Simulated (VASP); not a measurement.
An input for Ansatz (written as the equivalent of a VASP run, and not itself run):

Ansatz 0.2 input:
```yaml
crystal:
  lattice:
    - [3.5700000, 0.0000000, 0.0000000]
    - [0.0000000, 3.5700000, 0.0000000]
    - [0.0000000, 0.0000000, 3.5700000]
  atoms:
    - { symbol: Al, position: [0.0000000, 0.0000000, 0.0000000] }
    - { symbol: Ni, position: [0.0000000, 0.5000000, 0.5000000], spin: 0.5 }
    - { symbol: Ni, position: [0.5000000, 0.0000000, 0.5000000], spin: 0.5 }
    - { symbol: Ni, position: [0.5000000, 0.5000000, 0.0000000], spin: 0.5 }
kpoints:
  mp_grid: { grid: [7, 7, 7] }
hamiltonian:
  xc: pbe
  pseudopotentials: { kind: paw }
magnetization: { spin_polarized: true }
scf:
  occupations: { method: gaussian, width: 0.136 }
  max_iter: 100
relax:
  max_steps: 50
  f_tol: 0.01
  cell: {}
output: { forces: true, stress: true, eigenvalues: true }
```

### Question
Translate this input to VASP (INCAR, KPOINTS, POSCAR, choice of POTCAR).

### Answer
Several could match; the one computed here: 
KPOINTS:
```
Automatic mesh
0
Gamma
7 7 7
0 0 0
```

### POSCAR
```
Ni3Al
1.0
  3.5700000000   0.0000000000   0.0000000000
  0.0000000000   3.5700000000   0.0000000000
  0.0000000000   0.0000000000   3.5700000000
Al Ni
1 3
Cartesian
  0.0000000000   0.0000000000   0.0000000000
  0.0000000000   1.7850000000   1.7850000000
  1.7850000000   0.0000000000   1.7850000000
  1.7850000000   1.7850000000   0.0000000000
```

INCAR:
```
SYSTEM = Ni3Al
PREC = Accurate
ENCUT = 300
EDIFF = 1E-6
NELM = 100
ALGO = Normal
LREAL = .FALSE.
LASPH = .TRUE.
ISMEAR = 0
SIGMA = 0.136
GGA = PE
LMAXMIX = 4
LWAVE = .FALSE.
LCHARG = .FALSE.
ISIF = 3
ISPIN = 2
MAGMOM = 0.0 0.5 0.5 0.5
LORBIT = 11
IBRION = 2
NSW = 50
EDIFFG = -0.01
```

POTCAR, in this order: Al Ni (PBE.64 set). Program: vasp_std.

What does not carry over: each code has its own PAW files, so the cut-off isn't converted (ENCUT is set for VASP's; basis.ecutwfc is left out, and Ansatz then takes the one that its files recommend); Ansatz stops its SCF on the density residual and VASP on the energy change (EDIFF).

The structure is a typed Ni3Al crystal (Pm-3m). This run relaxes it. Symmetry was kept, so distortions that lower it aren't found. The run is one of a series of settings (EDIFFG = -0.01, IBRION = 2, ISIF = 3, NSW = 50 against the base run), some of them coarse on purpose.
